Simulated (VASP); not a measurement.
Runs of VASP 6.6.1 on Rh. The cell holds a sheet with vacuum, 1 atom: a = 2.430 Å, b = 2.430 Å, c = 23.800 Å, α = 90.00°, β = 90.00°, γ = 93.94°. The cell was built by a generator and needn't be a form met in nature.

```csv
level,U,gap on the mesh (eV),work function (eV)
PBEsol+U,Rh d U = 5 eV,none,5.80
PBEsol+U,Rh d U = 2 eV,none,5.76
PBEsol,-,none,(a)
PBEsol+U,Rh d U = 6 eV,none,5.81
PBEsol+U,Rh d U = 4 eV,none,5.81
PBEsol+U,Rh d U = 3 eV,none,5.80
PBEsol+U,Rh d U = 8 eV,none,5.79
```

Alike in all rows: task single point; potentials or basis VASP PAW PBE potentials, release 64 (Rh_pv); no spin polarisation; cell as given; k mesh 11 × 11 × 1; cutoff (eV) 520; smearing fermi-dirac 0.05 eV.

**Question.** Fill in the values left out.

**Answer.** (a) 5.69.

Caveats: U without spin polarisation on a metal has little footing (some runs); the U is typed as a test and isn't derived for this compound (some runs).

A k mesh can miss the band edges, and the runs leave out spin-orbit coupling on Rh.

A gap of «none» marks a metal or a gap under the smearing width.
